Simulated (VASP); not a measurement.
Data:

```
MgZn3S4
1.0
    5.44893     0.00000     0.00000
    0.00000     5.44893     0.00000
    0.00000     0.00000     5.44893
Mg Zn S
1 3 4
Direct
  0.50000   0.50000   0.50000
  0.00000   0.00000   0.50000
  0.50000   0.00000   0.00000
  0.00000   0.50000   0.00000
  0.75617   0.75617   0.24383
  0.75617   0.24383   0.75617
  0.24383   0.24383   0.24383
  0.24383   0.75617   0.75617
```

Calculation: r2SCAN meta-GGA, VASP's PBE PAW potentials (set 64) (plane waves; VASP 6.6.1). Run with 400 eV cut-off, 5×5×5 Γ-centred mesh, tetrahedra with Blöchl corrections, potentials Mg Zn S.

Estimate the energy per atom (σ→0), band gap (over mesh and band path) with the smallest direct gap where there is one.

The band gap (over mesh and band path) comes out as 2.97 eV, the smallest direct gap (over mesh and band path) is 2.97 eV and the energy per atom (σ→0) comes out as -8.993 eV/atom.

The structure comes from a computed database's MgZn3S4 entry (P-43m); how it stands against other phases isn't given here. It was relaxed first.
